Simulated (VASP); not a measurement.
Level of theory: LDA (Ceperley-Alder, Perdew-Zunger), VASP's LDA PAW potentials (set 64) (plane waves; VASP).

VASP ran on this input.

### INCAR
```
# general
SYSTEM =NiSi2
PREC   =Accurate
ENCUT  =520
LREAL  =.False.
LASPH  =.True.

# electronic loop
EDIFF  =1E-7
NELM   =100
ALGO   =Normal
LMAXMIX=4

# smearing
ISMEAR =-5

# ions
ISIF   =2

# output
LWAVE  =.False.
LCHARG =.True.
LORBIT =11
NEDOS  =601

# other
LEFG   =.True.
```

File POSCAR:
```
NiSi2
1.0
  0.0000000000   2.6783585764   2.6783585764
  2.6783585764   0.0000000000   2.6783585764
  2.6783585764   2.6783585764   0.0000000000
Si Ni
2 1
Direct
  0.2500000000   0.2500000000   0.2500000000
  0.7500000000   0.7500000000   0.7500000000
  0.0000000000   0.0000000000   0.0000000000
```

### KPOINTS
```
kpoints
0
Gamma
11 11 11
```

POTCAR, in this order: Si Ni (LDA.64 set). Program: vasp_std.

The resulting files:

### OSZICAR
```
       N       E                     dE             d eps       ncg     rms          rms(c)
DAV:   1     0.703138868144E+02    0.70314E+02   -0.80163E+03  1461   0.142E+03
DAV:   2    -0.175624818428E+02   -0.87876E+02   -0.83013E+02  1496   0.255E+02
DAV:   3    -0.218779603559E+02   -0.43155E+01   -0.42193E+01  1910   0.639E+01
DAV:   4    -0.219669825629E+02   -0.89022E-01   -0.88635E-01  1681   0.854E+00
DAV:   5    -0.219696207229E+02   -0.26382E-02   -0.26423E-02  1947   0.157E+00    0.165E+01
DAV:   6    -0.259545105567E+02   -0.39849E+01   -0.50388E+01  1610   0.181E+02    0.234E+01
DAV:   7    -0.199930213320E+02    0.59615E+01   -0.15017E+01  1746   0.114E+02    0.379E+00
DAV:   8    -0.199587022628E+02    0.34319E-01   -0.20398E+00  2186   0.235E+01    0.279E+00
DAV:   9    -0.199011310799E+02    0.57571E-01   -0.30330E-01  1798   0.120E+01    0.580E-01
DAV:  10    -0.198992372923E+02    0.18938E-02   -0.11981E-02  1995   0.224E+00    0.255E-01
DAV:  11    -0.198990722202E+02    0.16507E-03   -0.78997E-04  1895   0.240E-01    0.533E-02
DAV:  12    -0.198991343750E+02   -0.62155E-04   -0.64227E-05  2163   0.166E-01    0.255E-02
DAV:  13    -0.198991008711E+02    0.33504E-04   -0.17901E-05  2020   0.111E-01    0.699E-03
DAV:  14    -0.198990935050E+02    0.73660E-05   -0.32642E-06  2296   0.302E-02    0.310E-03
DAV:  15    -0.198990959801E+02   -0.24750E-05   -0.42285E-07  1663   0.139E-02    0.588E-04
DAV:  16    -0.198990963397E+02   -0.35962E-06   -0.23306E-08   988   0.147E-03    0.351E-04
DAV:  17    -0.198990963494E+02   -0.97168E-08   -0.34065E-09   923   0.728E-04
   1 F= -.19899096E+02 E0= -.19899096E+02  d E =0.000000E+00
```

File OUTCAR:
```
------------------------ aborting loop because EDIFF is reached ----------------------------------------
  FORCE on cell =-STRESS in cart. coord.  units (eV):
  Direction    XX          YY          ZZ          XY          YZ          ZX
  --------------------------------------------------------------------------------------
  Total       -0.1645692     -0.1645692     -0.1645692     -0.0000000     -0.0000000      0.0000000
  in kB       -6.8615612     -6.8615612     -6.8615612     -0.0000000     -0.0000000      0.0000000
  external PRESSURE =      -6.8615612 kB  Pullay stress =       0.0000000 kB
  volume of cell :       38.43
      direct lattice vectors                 reciprocal lattice vectors
     0.000000000  2.678358576  2.678358576    -0.186681501  0.186681501  0.186681501
     2.678358576  0.000000000  2.678358576     0.186681501 -0.186681501  0.186681501
     2.678358576  2.678358576  0.000000000     0.186681501  0.186681501 -0.186681501
 POSITION                                       TOTAL-FORCE (eV/Angst)
 -----------------------------------------------------------------------------------
      1.33918      1.33918      1.33918        -0.000000     -0.000000     -0.000000
      4.01754      4.01754      4.01754         0.000000      0.000000      0.000000
      0.00000      0.00000      0.00000        -0.000000      0.000000     -0.000000
 -----------------------------------------------------------------------------------
    total drift:                               -0.000000     -0.000000      0.000000
  FREE ENERGIE OF THE ION-ELECTRON SYSTEM (eV)
  ---------------------------------------------------
  free  energy   TOTEN  =       -19.8990963494 eV

  energy  without entropy=      -19.8990963494  energy(sigma->0) =      -19.89909635

 total charge

# of ion       s       p       d       tot
------------------------------------------
    1        0.743   0.870   0.000   1.613
    2        0.743   0.870   0.000   1.613
    3        0.578   0.844   8.484   9.906
--------------------------------------------------
tot          2.064   2.584   8.484  13.132

 Electric field gradients after diagonalization (V/A^2)
 (convention: |V_zz| > |V_xx| > |V_yy|)
----------------------------------------------------------------------
 ion       V_xx      V_yy      V_zz     asymmetry (V_yy - V_xx)/ V_zz
----------------------------------------------------------------------
   1       0.000     0.000    -0.000       0.000
   2       0.000     0.000    -0.000       0.000
   3      -0.003    -0.003     0.006       0.000
```
(Selected blocks of OUTCAR.)

For a metal the tetrahedron method with Blöchl corrections gives inexact stress and forces.

The compound is NiSi2 in the fluorite structure. It was relaxed first. The run is not spin-polarised, so no magnetic state was tried.
